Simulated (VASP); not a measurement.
All values below come from r2SCAN meta-GGA, VASP's PBE PAW potentials (set 64) (plane waves; VASP 6.6.1).

VASP ran on this input.

File POSCAR:
```
Ga
1
    2.2331244472    -3.7892274300    -0.0000000000
    2.2331244472     3.7892274300     0.0000000000
    0.0000000000     0.0000000000     4.4727948938
Ga
4
Direct
  0.1554701435   0.8445298565   0.9188662037
  0.3445298565   0.6554701435   0.4188662037
  0.6554701435   0.3445298565   0.5811337963
  0.8445298565   0.1554701435   0.0811337963
```

### INCAR
```
# general
SYSTEM   =  Ga
PREC     =  Accurate
ENCUT    =  400
LREAL    =  .FALSE.   # projection in real space or not
LASPH    =  .TRUE.   # aspherical one-centre terms

# electronic loop
EDIFF    =  1E-6   # SCF stop (eV)
NELM     =  100
ALGO     =  Normal
LMAXMIX  =  4
LMIXTAU  =  .TRUE.

# smearing
ISMEAR   =  1   # Methfessel-Paxton
SIGMA    =  0.1   # width (eV)

# functional
METAGGA  =  R2SCAN

# ions
IBRION   =  2   # conjugate gradients
NSW      =  60
ISIF     =  3
EDIFFG   =  -0.02   # ionic stop

# output
LWAVE    =  .FALSE.
LCHARG   =  .FALSE.
```

### KPOINTS
```
Automatic mesh
0
Gamma
7 7 6
0 0 0
```

POTCAR, in this order: Ga_d (PBE.64 set). Program: vasp_std.

The resulting files:

### OUTCAR
```
 ion  position               nearest neighbor table
   1  0.155  0.845  0.919-   4 2.47   2 2.66   2 2.66   3 2.70   3 2.70   4 2.75   4 2.75
   2  0.345  0.655  0.419-   3 2.47   1 2.66   1 2.66   4 2.70   4 2.70   3 2.75   3 2.75
   3  0.655  0.345  0.581-   2 2.47   4 2.66   4 2.66   1 2.70   1 2.70   2 2.75   2 2.75
   4  0.845  0.155  0.081-   1 2.47   3 2.66   3 2.66   2 2.70   2 2.70   1 2.75   1 2.75
  LATTYP: Found a base centered orthorhombic cell.
 ALAT       =     4.4662488944
 B/A-ratio  =     1.6968277047
 C/A-ratio  =     1.0014656593
 Subroutine PRICEL returns:
 Original cell was already a primitive cell.
 Subroutine GETGRP returns: Found  8 space group operations
The static configuration has the point symmetry C_2h.
 The point group associated with its full space group is D_2h.
The dynamic configuration has the point symmetry C_2h.
 Subroutine INISYM returns: Found  8 space group operations
 Subroutine IBZKPT returns following result:
 Found     64 irreducible k-points:

 Following reciprocal coordinates:
            Coordinates               Weight
  0.000000  0.000000  0.000000      1.000000
  0.142857  0.000000  0.000000      4.000000
  0.285714 -0.000000  0.000000      4.000000
  0.428571  0.000000  0.000000      4.000000
  0.142857  0.142857  0.000000      2.000000
  0.285714  0.142857  0.000000      4.000000
  0.428571  0.142857  0.000000      4.000000
 -0.428571  0.142857  0.000000      4.000000
 -0.285714  0.142857  0.000000      4.000000
 -0.142857  0.142857  0.000000      2.000000
  0.285714  0.285714  0.000000      2.000000
  0.428571  0.285714  0.000000      4.000000
 -0.428571  0.285714  0.000000      4.000000
 -0.285714  0.285714  0.000000      2.000000
  0.428571  0.428571  0.000000      2.000000
 -0.428571  0.428571  0.000000      2.000000
  0.000000  0.000000  0.166667      2.000000
  0.142857  0.000000  0.166667      8.000000
  0.285714 -0.000000  0.166667      8.000000
...
```

OSZICAR:
```
       N       E                     dE             d eps       ncg     rms          rms(c)
DAV:   1     0.293299223017E+03    0.29330E+03   -0.23288E+04  4021   0.285E+03
DAV:   2    -0.120636733664E+02   -0.30536E+03   -0.30060E+03  4095   0.521E+02
DAV:   3    -0.495529161208E+02   -0.37489E+02   -0.37061E+02  4619   0.146E+02
DAV:   4    -0.505357519325E+02   -0.98284E+00   -0.98180E+00  4297   0.283E+01
DAV:   5    -0.505597492120E+02   -0.23997E-01   -0.23998E-01  4866   0.428E+00    0.263E+00
DAV:   6    -0.461943233255E+02    0.43654E+01   -0.14173E+00  4703   0.168E+01    0.144E+00
DAV:   7    -0.446588652457E+02    0.15355E+01   -0.61740E-01  4402   0.686E+00    0.770E-01
DAV:   8    -0.457320804313E+02   -0.10732E+01   -0.46809E-01  4026   0.462E+00    0.289E-01
DAV:   9    -0.457350503599E+02   -0.29699E-02   -0.69523E-02  4229   0.172E+00    0.126E-01
DAV:  10    -0.457432614452E+02   -0.82111E-02   -0.21458E-02  4451   0.142E+00    0.737E-02
DAV:  11    -0.457413773516E+02    0.18841E-02   -0.15048E-02  4164   0.825E-01    0.764E-02
DAV:  12    -0.457465839967E+02   -0.52066E-02   -0.24745E-03  4073   0.370E-01    0.465E-02
DAV:  13    -0.457484456453E+02   -0.18616E-02   -0.86210E-04  4444   0.181E-01    0.239E-02
DAV:  14    -0.457489602063E+02   -0.51456E-03   -0.38439E-04  4241   0.181E-01    0.642E-03
DAV:  15    -0.457490224672E+02   -0.62261E-04   -0.45322E-05  4595   0.512E-02    0.409E-03
DAV:  16    -0.457490427006E+02   -0.20233E-04   -0.18802E-05  4365   0.313E-02    0.187E-03
DAV:  17    -0.457490441582E+02   -0.14575E-05   -0.18075E-06  3173   0.132E-02    0.102E-03
DAV:  18    -0.457490459461E+02   -0.17879E-05   -0.15876E-06  3021   0.971E-03    0.602E-04
DAV:  19    -0.457490462886E+02   -0.34251E-06   -0.42203E-07  2194   0.619E-03
   1 F= -.45749046E+02 E0= -.45749006E+02  d E =-.457490E+02
       N       E                     dE             d eps       ncg     rms          rms(c)
DAV:   1    -0.458455503763E+02   -0.96504E-01   -0.16993E+00  4850   0.135E+01    0.189E+00
DAV:   2    -0.457839381092E+02    0.61612E-01   -0.22025E-01  4794   0.682E+00    0.100E+00
DAV:   3    -0.457563449913E+02    0.27593E-01   -0.23474E-02  5009   0.226E+00    0.215E-01
DAV:   4    -0.457560598274E+02    0.28516E-03   -0.16282E-02  4024   0.102E+00    0.358E-02
DAV:   5    -0.457576832172E+02   -0.16234E-02   -0.19067E-03  4212   0.344E-01    0.229E-02
DAV:   6    -0.457576739171E+02    0.93001E-05   -0.20351E-04  4526   0.133E-01    0.133E-02
DAV:   7    -0.457577418406E+02   -0.67924E-04   -0.96376E-05  4080   0.713E-02    0.282E-03
DAV:   8    -0.457577458441E+02   -0.40035E-05   -0.12669E-05  4421   0.327E-02    0.239E-03
DAV:   9    -0.457577554703E+02   -0.96263E-05   -0.53187E-06  3056   0.200E-02    0.525E-04
DAV:  10    -0.457577560770E+02   -0.60663E-06   -0.71084E-07  2607   0.846E-03
   2 F= -.45757756E+02 E0= -.45757660E+02  d E =-.870979E-02
       N       E                     dE             d eps       ncg     rms          rms(c)
DAV:   1    -0.457908432296E+02   -0.33088E-01   -0.62046E-01  4864   0.804E+00    0.115E+00
DAV:   2    -0.457681481474E+02    0.22695E-01   -0.80007E-02  4780   0.416E+00    0.607E-01
DAV:   3    -0.457580537949E+02    0.10094E-01   -0.86439E-03  5047   0.139E+00    0.130E-01
DAV:   4    -0.457579870520E+02    0.66743E-04   -0.59998E-03  4024   0.617E-01    0.222E-02
DAV:   5    -0.457585738497E+02   -0.58680E-03   -0.73302E-04  4239   0.210E-01    0.139E-02
DAV:   6    -0.457585825827E+02   -0.87330E-05   -0.59412E-05  4674   0.740E-02    0.760E-03
DAV:   7    -0.457586042592E+02   -0.21676E-04   -0.32114E-05  4094   0.411E-02    0.178E-03
DAV:   8    -0.457586065984E+02   -0.23392E-05   -0.47013E-06  3190   0.203E-02    0.147E-03
DAV:   9    -0.457586115010E+02   -0.49025E-05   -0.22738E-06  3070   0.137E-02    0.392E-04
DAV:  10    -0.457586116186E+02   -0.11761E-06   -0.31163E-07  2159   0.587E-03
   3 F= -.45758612E+02 E0= -.45758486E+02  d E =-.956533E-02
       N       E                     dE             d eps       ncg     rms          rms(c)
DAV:   1    -0.457601973321E+02   -0.15858E-02   -0.28910E-02  4864   0.171E+00    0.249E-01
DAV:   2    -0.457591647831E+02    0.10325E-02   -0.37269E-03  4801   0.911E-01    0.132E-01
DAV:   3    -0.457587054247E+02    0.45936E-03   -0.40128E-04  5048   0.302E-01    0.283E-02
DAV:   4    -0.457586943973E+02    0.11027E-04   -0.27877E-04  4024   0.132E-01    0.478E-03
DAV:   5    -0.457587154514E+02   -0.21054E-04   -0.34218E-05  4271   0.454E-02    0.302E-03
DAV:   6    -0.457587092261E+02    0.62252E-05   -0.24097E-06  3332   0.155E-02    0.162E-03
DAV:   7    -0.457587095381E+02   -0.31200E-06   -0.14835E-06  2965   0.904E-03
   4 F= -.45758710E+02 E0= -.45758604E+02  d E =-.966325E-02
       N       E                     dE             d eps       ncg     rms          rms(c)
DAV:   1    -0.457877662217E+02   -0.29057E-01   -0.56423E-01  4864   0.780E+00    0.108E+00
DAV:   2    -0.457682921040E+02    0.19474E-01   -0.77787E-02  4773   0.408E+00    0.548E-01
DAV:   3    -0.457604978689E+02    0.77942E-02   -0.81285E-03  5737   0.119E+00    0.135E-01
DAV:   4    -0.457601874410E+02    0.31043E-03   -0.46512E-03  4128   0.538E-01    0.201E-02
DAV:   5    -0.457606705718E+02   -0.48313E-03   -0.83055E-04  4097   0.220E-01    0.121E-02
DAV:   6    -0.457606474501E+02    0.23122E-04   -0.40279E-05  4899   0.567E-02    0.568E-03
DAV:   7    -0.457606610565E+02   -0.13606E-04   -0.30320E-05  4073   0.342E-02    0.210E-03
DAV:   8    -0.457606608209E+02    0.23564E-06   -0.45138E-06  3266   0.178E-02
   5 F= -.45760661E+02 E0= -.45760409E+02  d E =-.195128E-02
       N       E                     dE             d eps       ncg     rms          rms(c)
DAV:   1    -0.457606998402E+02   -0.38784E-04   -0.61720E-04  4857   0.263E-01    0.350E-02
DAV:   2    -0.457606847689E+02    0.15071E-04   -0.81934E-05  4724   0.131E-01    0.178E-02
DAV:   3    -0.457606775675E+02    0.72015E-05   -0.88074E-06  4843   0.395E-02    0.437E-03
DAV:   4    -0.457606764460E+02    0.11214E-05   -0.65954E-06  3948   0.219E-02    0.679E-04
DAV:   5    -0.457606773009E+02   -0.85488E-06   -0.12090E-06  2501   0.952E-03
   6 F= -.45760677E+02 E0= -.45760421E+02  d E =-.196776E-02
       N       E                     dE             d eps       ncg     rms          rms(c)
DAV:   1    -0.457609717133E+02   -0.29527E-03   -0.54566E-02  4521   0.150E+00    0.965E-02
DAV:   2    -0.457610146521E+02   -0.42939E-04   -0.17593E-03  5711   0.446E-01    0.553E-02
DAV:   3    -0.457609247124E+02    0.89940E-04   -0.14477E-04  4994   0.154E-01    0.798E-03
DAV:   4    -0.457609542180E+02   -0.29506E-04   -0.84600E-05  4045   0.841E-02    0.373E-03
DAV:   5    -0.457609535623E+02    0.65570E-06   -0.11649E-05  3691   0.257E-02    0.203E-03
DAV:   6    -0.457609543632E+02   -0.80085E-06   -0.56905E-06  3042   0.152E-02
   7 F= -.45760954E+02 E0= -.45760699E+02  d E =-.277062E-03
       N       E                     dE             d eps       ncg     rms          rms(c)
DAV:   1    -0.457616291078E+02   -0.67555E-03   -0.48975E-01  4507   0.449E+00    0.289E-01
DAV:   2    -0.457619855421E+02   -0.35643E-03   -0.15900E-02  5727   0.133E+00    0.166E-01
DAV:   3    -0.457611454542E+02    0.84009E-03   -0.12686E-03  4964   0.466E-01    0.237E-02
DAV:   4    -0.457614134081E+02   -0.26795E-03   -0.75292E-04  4045   0.254E-01    0.112E-02
DAV:   5    -0.457614143431E+02   -0.93500E-06   -0.10718E-04  4735   0.773E-02    0.607E-03
DAV:   6    -0.457614268914E+02   -0.12548E-04   -0.54350E-05  4061   0.480E-02    0.213E-03
DAV:   7    -0.457614401159E+02   -0.13224E-04   -0.10110E-05  3161   0.194E-02    0.115E-03
DAV:   8    -0.457614394109E+02    0.70493E-06   -0.67416E-07  2803   0.683E-03
   8 F= -.45761439E+02 E0= -.45761209E+02  d E =-.762110E-03
```

### OUTCAR
```
------------------------ aborting loop because EDIFF is reached ----------------------------------------
  FORCE on cell =-STRESS in cart. coord.  units (eV):
  Direction    XX          YY          ZZ          XY          YZ          ZX
  --------------------------------------------------------------------------------------
  Total       -0.0107109      0.0037402      0.0494672      0.0000000      0.0000000      0.0000000
  in kB       -0.2252346      0.0786507      1.0402279      0.0000000      0.0000000      0.0000000
  external PRESSURE =       0.2978814 kB  Pullay stress =       0.0000000 kB
  volume of cell :       76.19
      direct lattice vectors                 reciprocal lattice vectors
     2.209457166 -3.793694858 -0.000000000     0.226299929 -0.131797632  0.000000000
     2.209457166  3.793694858  0.000000000     0.226299929  0.131797632 -0.000000000
     0.000000000  0.000000000  4.544873543     0.000000000 -0.000000000  0.220028124
 POSITION                                       TOTAL-FORCE (eV/Angst)
 -----------------------------------------------------------------------------------
      2.20946      2.61264      4.16090         0.000000      0.003383     -0.011722
      2.20946      1.18105      1.88847         0.000000     -0.003383     -0.011722
      2.20946     -1.18105      2.65641         0.000000      0.003383      0.011722
      2.20946     -2.61264      0.38397         0.000000     -0.003383      0.011722
 -----------------------------------------------------------------------------------
    total drift:                               -0.000000     -0.000000     -0.000000
  FREE ENERGIE OF THE ION-ELECTRON SYSTEM (eV)
  ---------------------------------------------------
  free  energy   TOTEN  =       -45.7614394109 eV

  energy  without entropy=      -45.7607492030  energy(sigma->0) =      -45.76120934

 reached required accuracy - stopping structural energy minimisation
```
(Selected blocks of OUTCAR.)

File CONTCAR:
```
Ga
   1.00000000000000
     2.2094571659045017   -3.7936948579415803   -0.0000000000000000
     2.2094571659045017    3.7936948579415803    0.0000000000000000
     0.0000000000000000    0.0000000000000000    4.5448735426827866
  Ga
     4
Direct
     0.1556601744307919    0.8443398255692081    0.9155154572581569
     0.3443398255692081    0.6556601744307919    0.4155154572581569
     0.6556601744307919    0.3443398255692081    0.5844845427418431
     0.8443398255692081    0.1556601744307919    0.0844845427418431
```

The compound is Ga in the alpha structure. This run relaxes it. Symmetry was kept, so distortions that lower it aren't found. The start is the result of an earlier pass.
